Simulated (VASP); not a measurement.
Method: PBEsol GGA, VASP's PBE PAW potentials (set 64) (plane waves; VASP).

VASP ran on this input.

INCAR:
```
ALGO  =  Normal
EDIFF  =  1E-7
ENCUT  =  400
GGA  =  PS
ICHARG  =  11
ISMEAR  =  0
LASPH  =  .TRUE.
LCHARG  =  .FALSE.
LMAXMIX  =  4
LORBIT  =  11
LREAL  =  .FALSE.
LWAVE  =  .FALSE.
NELM  =  100
PREC  =  Accurate
SIGMA  =  0.05
SYSTEM  =  TiAl3
```

### POSCAR
```
TiAl3
1
   -1.9088118573     1.9088118573     4.2701757206
    1.9088118573    -1.9088118573     4.2701757206
    1.9088118573     1.9088118573    -4.2701757206
Ti Al
1 3
Direct
  0.0000000000   0.0000000000   0.0000000000
  0.5000000000   0.5000000000   0.0000000000
  0.7500000000   0.2500000000   0.5000000000
  0.2500000000   0.7500000000   0.5000000000
```

### KPOINTS
```
k-points along high-symmetry lines
10
Line-mode
Reciprocal
  0.000000   0.000000   0.000000 ! GAMMA
  0.000000   0.000000   0.500000 ! X

  0.000000   0.000000   0.500000 ! X
  0.250000   0.250000   0.250000 ! P

  0.250000   0.250000   0.250000 ! P
  0.000000   0.500000   0.000000 ! N

  0.000000   0.500000   0.000000 ! N
  0.000000   0.000000   0.000000 ! GAMMA

  0.000000   0.000000   0.000000 ! GAMMA
  0.500000   0.500000  -0.500000 ! M

  0.500000   0.500000  -0.500000 ! M
  0.300388   0.699612  -0.300388 ! S

 -0.300388   0.300388   0.300388 ! S_0
  0.000000   0.000000   0.000000 ! GAMMA

  0.000000   0.000000   0.500000 ! X
 -0.100776   0.100776   0.500000 ! R

  0.500000   0.500000  -0.100776 ! G
  0.500000   0.500000  -0.500000 ! M
```

POTCAR, in this order: Ti_sv Al (PBE.64 set). Program: vasp_std. Read from the step before: CHGCAR.

Output

File OSZICAR:
```
       N       E                     dE             d eps       ncg     rms          rms(c)
DAV:   1     0.102864014681E+03    0.10286E+03   -0.85176E+03  2528   0.117E+03
DAV:   2    -0.131173668611E+02   -0.11598E+03   -0.11440E+03  2586   0.305E+02
DAV:   3    -0.218232946977E+02   -0.87059E+01   -0.84158E+01  4228   0.739E+01
DAV:   4    -0.219920051194E+02   -0.16871E+00   -0.16855E+00  2968   0.108E+01
DAV:   5    -0.219983999270E+02   -0.63948E-02   -0.63942E-02  4008   0.197E+00
DAV:   6    -0.219984623500E+02   -0.62423E-04   -0.62422E-04  3158   0.161E-01
DAV:   7    -0.219984639729E+02   -0.16229E-05   -0.16218E-05  4080   0.246E-02
DAV:   8    -0.219984639991E+02   -0.26206E-07   -0.26419E-07  2504   0.215E-03
   1 F= -.21998464E+02 E0= -.21997777E+02  d E =-.137412E-02
```

### OUTCAR
```
 val. band max:        8.5429263779   @ k =   0.0000   0.3889   0.0000

 cond. band min:       8.5833559413   @ k =   0.4556   0.5444  -0.4556



 k-point     1 :       0.0000    0.0000    0.0000
  band No.  band energies     occupation
      1     -47.8486      2.00000
      2     -24.2771      2.00000
      3     -24.2771      2.00000
      4     -24.1971      2.00000
      5      -1.7999      2.00000
      6       5.4808      2.00000
      7       5.7154      2.00000
      8       6.8982      2.00000
      9       7.0976      2.00000
     10       7.0976      2.00000
     11       9.1813      0.00000
     12      10.0976      0.00000
     13      10.0976      0.00000
     14      10.5658      0.00000

 k-point     2 :       0.0000    0.0000    0.0556
  band No.  band energies     occupation
      1     -47.8490      2.00000
      2     -24.2780      2.00000
      3     -24.2779      2.00000
      4     -24.1970      2.00000
      5      -1.7354      2.00000
      6       5.5356      2.00000
      7       5.6727      2.00000
      8       6.8278      2.00000
      9       6.8938      2.00000
     10       7.0996      2.00000
     11       8.8677      0.00000
     12      10.1689      0.00000
     13      10.2043      0.00000
     14      10.4491      0.00000

 k-point     3 :       0.0000    0.0000    0.1111
  band No.  band energies     occupation
      1     -47.8487      2.00000
      2     -24.2806      2.00000
      3     -24.2801      2.00000
      4     -24.1967      2.00000
      5      -1.5420      2.00000
      6       5.5544      2.00000
      7       5.6937      2.00000
      8       6.4153      2.00000
      9       6.6486      2.00000
     10       7.1028      2.00000
     11       8.2108      2.00000
     12      10.2841      0.00000
     13      10.3335      0.00000
     14      10.3517      0.00000

 k-point     4 :       0.0000    0.0000    0.1667
  band No.  band energies     occupation
      1     -47.8484      2.00000
...
```

The density is held fixed in this step, so its total energy and stress have no physical meaning.

The compound is TiAl3 in the sg139 structure. It was relaxed first. The electron count is odd and the run is not spin-polarised, which forces a metal.
